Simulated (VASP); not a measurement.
Output of a VASP run:

OUTCAR:
```
 ion  position               nearest neighbor table
   1  0.000  0.000  0.000-
  LATTYP: Found a simple cubic cell.
 ALAT       =     3.2624822332
 Subroutine PRICEL returns:
 Original cell was already a primitive cell.
 Subroutine GETGRP returns: Found 48 space group operations
The static configuration has the point symmetry O_h .
The dynamic configuration has the point symmetry O_h .
 Subroutine INISYM returns: Found 48 space group operations
 Subroutine IBZKPT returns following result:
 Found     56 irreducible k-points:

 Following reciprocal coordinates:
            Coordinates               Weight
  0.000000  0.000000  0.000000      1.000000
  0.100000  0.000000  0.000000      6.000000
  0.200000  0.000000  0.000000      6.000000
  0.300000  0.000000  0.000000      6.000000
  0.400000  0.000000  0.000000      6.000000
  0.500000  0.000000  0.000000      3.000000
  0.100000  0.100000  0.000000     12.000000
  0.200000  0.100000  0.000000     24.000000
  0.300000  0.100000  0.000000     24.000000
  0.400000  0.100000  0.000000     24.000000
  0.500000  0.100000  0.000000     12.000000
  0.200000  0.200000  0.000000     12.000000
  0.300000  0.200000  0.000000     24.000000
  0.400000  0.200000  0.000000     24.000000
  0.500000  0.200000  0.000000     12.000000
  0.300000  0.300000  0.000000     12.000000
  0.400000  0.300000  0.000000     24.000000
  0.500000  0.300000  0.000000     12.000000
  0.400000  0.400000  0.000000     12.000000
  0.500000  0.400000  0.000000     12.000000
  0.500000  0.500000  0.000000      3.000000
  0.100000  0.100000  0.100000      8.000000
  0.200000  0.100000  0.100000     24.000000
  0.300000  0.100000  0.100000     24.000000
  0.400000  0.100000  0.100000     24.000000
  0.500000  0.100000  0.100000     12.000000
  0.200000  0.200000  0.100000     24.000000
  0.300000  0.200000  0.100000     48.000000
  0.400000  0.200000  0.100000     48.000000
  0.500000  0.200000  0.100000     24.000000
  0.300000  0.300000  0.100000     24.000000
  0.400000  0.300000  0.100000     48.000000
  0.500000  0.300000  0.100000     24.000000
  0.400000  0.400000  0.100000     24.000000
  0.500000  0.400000  0.100000     24.000000
  0.500000  0.500000  0.100000      6.000000
  0.200000  0.200000  0.200000      8.000000
  0.300000  0.200000  0.200000     24.000000
  0.400000  0.200000  0.200000     24.000000
  0.500000  0.200000  0.200000     12.000000
   k-points           NKPTS =     56   k-points in BZ     NKDIM =     56   number of bands    NBANDS=      9
   number of dos      NEDOS =    301   number of ions     NIONS =      1
   total plane-waves  NPLWV =  13824
   dimension x,y,z NGX =    24 NGY =   24 NGZ =   24
   dimension x,y,z NGXF=    48 NGYF=   48 NGZF=   48
   ions per type =               1
   PREC   = accura    normal or accurate (medium, high low for compatibility)
   ISTART =      0    job   : 0-new  1-cont  2-samecut
   ICHARG =      2    charge: 1-file 2-atom 10-const
   ISPIN  =      1    spin polarized calculation?
   LNONCOLLINEAR =      F non collinear calculations
   LSORBIT =      F    spin-orbit coupling
   INIWAV =      1    electr: 0-lowe 1-rand  2-diag
   ENCUT  =  400.0 eV  29.40 Ry    5.42 a.u.   5.32  5.32  5.32*2*pi/ulx,y,z
   NELM   =    100;   NELMIN=  2; NELMDL= -5     # of ELM steps
   EDIFF  = 0.1E-05   stopping-criterion for ELM
   LREAL  =      F    real-space projection
   NLSPLINE    = F    spline interpolate recip. space projectors
   LMAXMIX     =    6 max onsite mixed and CHGCAR
   VOSKOWN=      0    Vosko Wilk Nusair interpolation
   EDIFFG = -.1E-01   stopping-criterion for IOM
   NSW    =     60    number of steps for IOM
   NBLOCK =      1;   KBLOCK =     60    inner block; outer block
   IBRION =      2    ionic relax: 0-MD 1-quasi-New 2-CG
   NFREE  =      1    steps in history (QN), initial steepest desc. (CG)
...
```

OSZICAR:
```
       N       E                     dE             d eps       ncg     rms          rms(c)
DAV:   1     0.313248364024E+02    0.31325E+02   -0.49529E+03  1016   0.918E+02
DAV:   2    -0.307352398507E+02   -0.62060E+02   -0.61157E+02  1090   0.210E+02
DAV:   3    -0.326408052449E+02   -0.19056E+01   -0.18365E+01  1571   0.323E+01
DAV:   4    -0.326620984796E+02   -0.21293E-01   -0.21257E-01  1260   0.327E+00
DAV:   5    -0.326626603531E+02   -0.56187E-03   -0.56173E-03  1593   0.324E-01    0.366E+00
DAV:   6    -0.284150728623E+02    0.42476E+01   -0.11253E+00  1327   0.911E+00    0.264E+00
DAV:   7    -0.289050574132E+02   -0.48998E+00   -0.60313E-01  1043   0.592E+00    0.156E+00
DAV:   8    -0.285252292299E+02    0.37983E+00   -0.37886E-01  1041   0.467E+00    0.355E-01
DAV:   9    -0.288020764018E+02   -0.27685E+00   -0.34736E-01  1029   0.380E+00    0.207E-01
DAV:  10    -0.288101276444E+02   -0.80512E-02   -0.12139E-02  1095   0.108E+00    0.184E-01
DAV:  11    -0.288062145255E+02    0.39131E-02   -0.60346E-04  1283   0.223E-01    0.141E-01
DAV:  12    -0.288034474203E+02    0.27671E-02   -0.18719E-03  1066   0.371E-01    0.692E-02
DAV:  13    -0.288034745379E+02   -0.27118E-04   -0.30385E-05  1500   0.417E-02    0.664E-02
DAV:  14    -0.288037940816E+02   -0.31954E-03   -0.34161E-04  1066   0.160E-01    0.175E-02
DAV:  15    -0.288036895108E+02    0.10457E-03   -0.20942E-04  1062   0.128E-01    0.703E-03
DAV:  16    -0.288036936447E+02   -0.41338E-05   -0.82746E-06  1330   0.260E-02    0.723E-03
DAV:  17    -0.288036883654E+02    0.52792E-05   -0.28465E-06  1097   0.153E-02    0.448E-03
DAV:  18    -0.288036893050E+02   -0.93954E-06   -0.53853E-06  1060   0.188E-02
   1 F= -.28803689E+02 E0= -.28803576E+02  d E =-.288037E+02
```

### OUTCAR
```
------------------------ aborting loop because EDIFF is reached ----------------------------------------
  FORCE on cell =-STRESS in cart. coord.  units (eV):
  Direction    XX          YY          ZZ          XY          YZ          ZX
  --------------------------------------------------------------------------------------
  Total        0.0019199      0.0019199      0.0019199     -0.0000000      0.0000000      0.0000000
  in kB        0.0885817      0.0885817      0.0885817     -0.0000000      0.0000000      0.0000000
  external PRESSURE =       0.0885817 kB  Pullay stress =       0.0000000 kB
  volume of cell :       34.73
      direct lattice vectors                 reciprocal lattice vectors
     3.262482233  0.000000000  0.000000000     0.306515079  0.000000000  0.000000000
     0.000000000  3.262482233  0.000000000     0.000000000  0.306515079  0.000000000
     0.000000000  0.000000000  3.262482233     0.000000000  0.000000000  0.306515079
 POSITION                                       TOTAL-FORCE (eV/Angst)
 -----------------------------------------------------------------------------------
      0.00000      0.00000      0.00000         0.000000      0.000000      0.000000
 -----------------------------------------------------------------------------------
    total drift:                               -0.000000      0.000000      0.000000
  FREE ENERGIE OF THE ION-ELECTRON SYSTEM (eV)
  ---------------------------------------------------
  free  energy   TOTEN  =       -28.8036893050 eV

  energy  without entropy=      -28.8033485715  energy(sigma->0) =      -28.80357573

 reached required accuracy - stopping structural energy minimisation
```
(Selected blocks of OUTCAR.)

**POSCAR**
```
Nd
1
    3.2624822332    -0.0000000000     0.0000000000
    0.0000000000     3.2624822332     0.0000000000
   -0.0000000000     0.0000000000     3.2624822332
Nd
1
Direct
  0.0000000000   0.0000000000   0.0000000000
```

**Question.** Write an INCAR and KPOINTS that could have produced this output.

**Answer.** One answer among several that fit: the input of the run itself, r2SCAN meta-GGA, plane waves, VASP's PBE PAW potentials (set 64).

**KPOINTS**
```
K-points
0
Gamma
10 10 10
```

**INCAR**
```
! general
SYSTEM =Nd
PREC   =Accurate
ENCUT  =400
LREAL  =.FALSE.   ! projection in real space or not
LASPH  =.TRUE.

! electronic loop
EDIFF  =1E-6
NELM   =100   ! most electronic steps
ALGO   =Normal   ! blocked Davidson
LMAXMIX=6   ! l cut-off of mixed one-centre charges
LMIXTAU=.TRUE.

! smearing
ISMEAR =1   ! Methfessel-Paxton
SIGMA  =0.1

! functional
METAGGA=R2SCAN

! ions
IBRION =2   ! conjugate gradients
NSW    =60   ! most ionic steps
ISIF   =3   ! ions, shape and volume
EDIFFG =-0.01   ! ionic stop

! output
LWAVE  =.FALSE.
LCHARG =.FALSE.
```

POTCAR, in this order: Nd_3 (PBE.64 set). Program: vasp_std.

The 4f electrons are frozen in the core of the lanthanide potential, so 4f levels, which can set the real gap, and their magnetism are missing.

The structure was generated: Nd was put into the simple-cubic type (Pm-3m), which need not be its known phase. It was relaxed first, which changed the volume by -9 %. The start is the result of an earlier pass.
